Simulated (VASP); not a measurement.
These are PBE GGA, VASP's PBE PAW potentials (set 64) (plane waves; VASP) values and carry that method's errors.

A VASP calculation is set up with these files.

POSCAR:
```
Rh
2.7609840
  0.0000000000   0.7071067740   0.7071067740
  0.7071067740   0.0000000000   0.7071067740
  0.7071067740   0.7071067740   0.0000000000
Rh
1
Cart
  0.0000000000   0.0000000000   0.0000000000
```

### KPOINTS
```
Automatic mesh
0
Gamma
16 16 16
0 0 0
```

### INCAR
```
SYSTEM=Rh
PREC=Accurate; ENCUT=520; LREAL=.FALSE.
LASPH=.TRUE.
EDIFF=1E-7; NELM=100; ALGO=Normal
LMAXMIX=4
ISMEAR=1; SIGMA=0.1
GGA=PE
ISIF=2
LWAVE=.FALSE.; LCHARG=.FALSE.
```

POTCAR, in this order: Rh_pv (PBE.64 set). Program: vasp_std.

The resulting files:

OUTCAR:
```
 ion  position               nearest neighbor table
   1  0.000  0.000  0.000-
  LATTYP: Found a face centered cubic cell.
 ALAT       =     3.9046209784
 Subroutine PRICEL returns:
 Original cell was already a primitive cell.
 Subroutine GETGRP returns: Found 48 space group operations
The static configuration has the point symmetry O_h .
The dynamic configuration has the point symmetry O_h .
 Subroutine INISYM returns: Found 48 space group operations
 Subroutine IBZKPT returns following result:
 Found    145 irreducible k-points:

 Following reciprocal coordinates:
            Coordinates               Weight
  0.000000  0.000000  0.000000      1.000000
  0.062500  0.000000  0.000000      8.000000
  0.125000  0.000000  0.000000      8.000000
  0.187500  0.000000  0.000000      8.000000
  0.250000  0.000000  0.000000      8.000000
  0.312500  0.000000  0.000000      8.000000
  0.375000  0.000000  0.000000      8.000000
  0.437500  0.000000  0.000000      8.000000
  0.500000  0.000000  0.000000      4.000000
  0.062500  0.062500  0.000000      6.000000
  0.125000  0.062500  0.000000     24.000000
  0.187500  0.062500  0.000000     24.000000
  0.250000  0.062500  0.000000     24.000000
  0.312500  0.062500  0.000000     24.000000
  0.375000  0.062500  0.000000     24.000000
  0.437500  0.062500  0.000000     24.000000
  0.500000  0.062500  0.000000     24.000000
 -0.437500  0.062500  0.000000     24.000000
 -0.375000  0.062500  0.000000     24.000000
 -0.312500  0.062500  0.000000     24.000000
 -0.250000  0.062500  0.000000     24.000000
 -0.187500  0.062500  0.000000     24.000000
 -0.125000  0.062500  0.000000     24.000000
 -0.062500  0.062500  0.000000     12.000000
  0.125000  0.125000  0.000000      6.000000
  0.187500  0.125000  0.000000     24.000000
  0.250000  0.125000  0.000000     24.000000
  0.312500  0.125000  0.000000     24.000000
  0.375000  0.125000  0.000000     24.000000
  0.437500  0.125000  0.000000     24.000000
  0.500000  0.125000  0.000000     24.000000
 -0.437500  0.125000  0.000000     24.000000
 -0.375000  0.125000  0.000000     24.000000
 -0.312500  0.125000  0.000000     24.000000
 -0.250000  0.125000  0.000000     24.000000
 -0.187500  0.125000  0.000000     24.000000
 -0.125000  0.125000  0.000000     12.000000
  0.187500  0.187500  0.000000      6.000000
  0.250000  0.187500  0.000000     24.000000
  0.312500  0.187500  0.000000     24.000000
   k-points           NKPTS =    145   k-points in BZ     NKDIM =    145   number of bands    NBANDS=     11
   number of dos      NEDOS =    301   number of ions     NIONS =      1
   total plane-waves  NPLWV =  13824
   dimension x,y,z NGX =    24 NGY =   24 NGZ =   24
   dimension x,y,z NGXF=    48 NGYF=   48 NGZF=   48
   ions per type =               1
   PREC   = accura    normal or accurate (medium, high low for compatibility)
   ISTART =      0    job   : 0-new  1-cont  2-samecut
   ICHARG =      2    charge: 1-file 2-atom 10-const
   ISPIN  =      1    spin polarized calculation?
   LNONCOLLINEAR =      F non collinear calculations
   LSORBIT =      F    spin-orbit coupling
   INIWAV =      1    electr: 0-lowe 1-rand  2-diag
   ENCUT  =  520.0 eV  38.22 Ry    6.18 a.u.   5.13  5.13  5.13*2*pi/ulx,y,z
   NELM   =    100;   NELMIN=  2; NELMDL= -5     # of ELM steps
   EDIFF  = 0.1E-06   stopping-criterion for ELM
   LREAL  =      F    real-space projection
   NLSPLINE    = F    spline interpolate recip. space projectors
   LMAXMIX     =    4 max onsite mixed and CHGCAR
   VOSKOWN=      0    Vosko Wilk Nusair interpolation
...
```

File OSZICAR:
```
       N       E                     dE             d eps       ncg     rms          rms(c)
DAV:   1     0.113953966438E+03    0.11395E+03   -0.93574E+03  3198   0.144E+03
DAV:   2    -0.615779654881E+01   -0.12011E+03   -0.11485E+03  3310   0.381E+02
DAV:   3    -0.771812213471E+01   -0.15603E+01   -0.15510E+01  3661   0.493E+01
DAV:   4    -0.772785926742E+01   -0.97371E-02   -0.97349E-02  3542   0.403E+00
DAV:   5    -0.772801758361E+01   -0.15832E-03   -0.15831E-03  3616   0.481E-01    0.834E+00
DAV:   6    -0.723696377417E+01    0.49105E+00   -0.12907E+00  3319   0.164E+01    0.270E+00
DAV:   7    -0.722602146973E+01    0.10942E-01   -0.12052E-02  3526   0.136E+00    0.144E+00
DAV:   8    -0.722289533673E+01    0.31261E-02   -0.25429E-03  3355   0.801E-01    0.107E-01
DAV:   9    -0.722284266602E+01    0.52671E-04   -0.47674E-05  3673   0.108E-01    0.142E-02
DAV:  10    -0.722284651999E+01   -0.38540E-05   -0.38589E-06  3463   0.284E-02    0.189E-03
DAV:  11    -0.722284654064E+01   -0.20652E-07   -0.12420E-07  2412   0.494E-03
   1 F= -.72228465E+01 E0= -.72227479E+01  d E =-.295950E-03
```

OUTCAR:
```
------------------------ aborting loop because EDIFF is reached ----------------------------------------
  FORCE on cell =-STRESS in cart. coord.  units (eV):
  Direction    XX          YY          ZZ          XY          YZ          ZX
  --------------------------------------------------------------------------------------
  Total       -1.1882296     -1.1882296     -1.1882296     -0.0000000     -0.0000000      0.0000000
  in kB     -127.9187780   -127.9187780   -127.9187780     -0.0000000     -0.0000000      0.0000000
  external PRESSURE =    -127.9187780 kB  Pullay stress =       0.0000000 kB
  volume of cell :       14.88
      direct lattice vectors                 reciprocal lattice vectors
     0.000000000  1.952310489  1.952310489    -0.256106804  0.256106804  0.256106804
     1.952310489  0.000000000  1.952310489     0.256106804 -0.256106804  0.256106804
     1.952310489  1.952310489  0.000000000     0.256106804  0.256106804 -0.256106804
 POSITION                                       TOTAL-FORCE (eV/Angst)
 -----------------------------------------------------------------------------------
      0.00000      0.00000      0.00000        -0.000000     -0.000000     -0.000000
 -----------------------------------------------------------------------------------
    total drift:                               -0.000000      0.000000      0.000000
  FREE ENERGIE OF THE ION-ELECTRON SYSTEM (eV)
  ---------------------------------------------------
  free  energy   TOTEN  =        -7.2228465406 eV

  energy  without entropy=       -7.2225505908  energy(sigma->0) =       -7.22274789
```
(Selected blocks of OUTCAR.)

The compound is Rh in the fcc structure. This cell is one point of a volume scan, at 1.06 of the reference volume.
